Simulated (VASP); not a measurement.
Here is the system:

```
PdGe
1.0
    1.44121    -4.90024     0.00000
    1.44121     4.90024     0.00000
    0.00000     0.00000     4.47249
Ge Pd
2 2
Direct
  0.58495   0.41505   0.25000
  0.41505   0.58495   0.75000
  0.84157   0.15843   0.25000
  0.15843   0.84157   0.75000
```

Level of theory: r2SCAN meta-GGA, VASP's PBE PAW potentials (set 64) (plane waves; VASP). Numerical set-up: 400 eV cut-off, 12×12×8 Γ-centred mesh, tetrahedra with Blöchl corrections, potentials Ge_d Pd.

### Question
Give the energies of bands 14 to 27 at the high-symmetry points, in eV from the Fermi level.

### Answer

```tsv
band	Γ	Y	C0	Z	A0	T	S	R
14	-5.00	-5.64	-5.66	-5.57	-5.69	-6.99	-5.62	-5.28
15	-4.85	-4.88	-5.09	-4.31	-4.38	-4.55	-5.60	-5.15
16	-4.34	-4.81	-4.83	-4.31	-4.38	-4.55	-4.92	-5.15
17	-3.44	-3.90	-4.29	-3.89	-3.81	-4.01	-4.48	-3.70
18	-3.20	-3.84	-3.65	-3.89	-3.81	-4.01	-4.15	-3.70
19	-2.71	-2.76	-3.46	-3.04	-3.32	-2.81	-3.14	-3.27
20	-2.67	-2.75	-3.06	-3.04	-3.32	-2.81	-2.81	-3.27
21	-2.66	-2.34	-2.77	-2.18	-2.22	-2.48	-2.73	-2.06
22	-2.49	-2.16	-1.83	-2.18	-2.22	-2.48	-1.69	-2.06
23	-2.21	-1.22	-0.83	-2.06	-1.68	-2.35	-0.76	-0.89
24	-1.11	-0.61	-0.19	-2.06	-1.68	-2.35	0.46	-0.89
25	-0.90	0.11	1.33	0.69	0.22	5.30	0.97	0.19
26	2.72	2.16	1.52	0.69	0.22	5.30	1.63	0.19
27	4.14	4.80	2.15	7.59	4.60	6.89	2.27	3.00
```

It has no gap at this level: it comes out as a metal or semimetal.

The structure was generated: GePd was put into the CrB type (Cmcm), which need not be its known phase. It was relaxed first, which changed the volume by -44 %.
